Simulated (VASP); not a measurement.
Here is the system:

```
CELL_PARAMETERS angstrom
      1.77392    -3.07251     0.00000
      1.77392     3.07251     0.00000
      0.00000     0.00000     5.44733
ATOMIC_POSITIONS crystal
  Ho 0.33333 0.66667 0.25000
  Ho 0.66667 0.33333 0.75000
```

All values below come from PBEsol GGA, VASP's PBE PAW potentials (set 64) (plane waves; VASP). Settings: 400 eV cut-off, 13×13×8 Γ-centred mesh, tetrahedra with Blöchl corrections, potentials Ho_3.

The 4f electrons are frozen in the core of the lanthanide potential, so 4f levels, which can set the real gap, and their magnetism are missing.

### Question
The job: Ho (hcp), 2 atoms, PBEsol, static run, 400 eV, 13×13×8 Γ-centred mesh. Roughly how much core time does it take on a busy server core?

### Answer
About 40 core-seconds (one run on a shared machine, a rough figure). It had 105 irreducible k-points, 13 bands, up to 1094 plane waves and 13 electronic steps.

The compound is Ho in the hcp structure. It was relaxed first.
